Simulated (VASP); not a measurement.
Given:

Space group Fm-3m (No. 225); a = b = c = 4.954 Å, α = β = γ = 90.00°

```json
[
 {"atom": "Gd", "site": "4a", "symmetry": "m-3m", "x": "0.0000", "y": "0.0000", "z": "0.0000"},
 {"atom": "N", "site": "4b", "symmetry": "m-3m", "x": "0.5000", "y": "0.5000", "z": "0.5000"}
]
```
(The calculation used a cell of 2 atoms; values per cell refer to that cell.)

Calculation: r2SCAN+rVV10, VASP's PBE PAW potentials (set 64) (plane waves; VASP). Run with 520 eV cut-off, 9×9×9 Γ-centred mesh, Gaussian smearing of 0.050 eV, potentials Gd_3 N.

The 4f electrons are frozen in the core of the lanthanide potential, so 4f levels, which can set the real gap, and their magnetism are missing.

### Question
Give the energy at these volumes per atom, relative to the lowest: 14.28, 14.74, 15.20, 15.65, 16.11 Å³.

### Answer
32.8, 7.8, 0.0, 6.8, 26.0 meV/atom. A third-order Birch-Murnaghan fit gives B0 = 171 GPa and B0′ = 4.3.

Measured: bulk modulus 192 GPa (computed value off by -11.1 %), as given by K Doll, Journal of Physics Condensed Matter (2008), arXiv:0801.3152; a 4.974 Å (computed value off by -0.4 %), as given by F. Natali et al., Progress in Materials Science (2013), arXiv:1208.2410. The calculation is for a static lattice, while the measured bulk modulus, a hold thermal and zero-point effects, which are part of the difference.

The compound is GdN in the rock salt structure. It was relaxed first.
